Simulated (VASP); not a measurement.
Shape and ions are relaxed at each volume.

Data:

TiO2 has the tetragonal space group P4₂/mnm (No. 136), the rutile structure, Pearson symbol tP6. Lattice parameters: a = b = 4.618 Å, c = 2.962 Å, α = β = γ = 90.00°. Ti on 2a has 6 O at 1.957–1.987 Å (octahedral). O on 4f is surrounded by 3 Ti at 1.957–1.987 Å (trigonal planar). (Neighbours: up to the widest gap in distance over summed covalent radii, below 1.35, at either atom; cation-cation and far metal-metal contacts left out.)

Calculation: rev-vdW-DF2, VASP's PBE PAW potentials (set 64) (plane waves; VASP 6.6.1). Numerical set-up: 520 eV cut-off, 5×5×8 Γ-centred mesh, Gaussian smearing of 0.050 eV, potentials Ti_sv O.

Q: Give the energy at these volumes per atom, relative to the lowest: 9.88, 10.19, 10.51, 10.82, 11.14 Å³.

A: 30.4, 7.5, 0.0, 5.3, 21.2 meV/atom. A third-order Birch-Murnaghan fit gives B0 = 214 GPa and B0′ = 5.2.

The compound is TiO2 in the rutile structure. It was relaxed first.
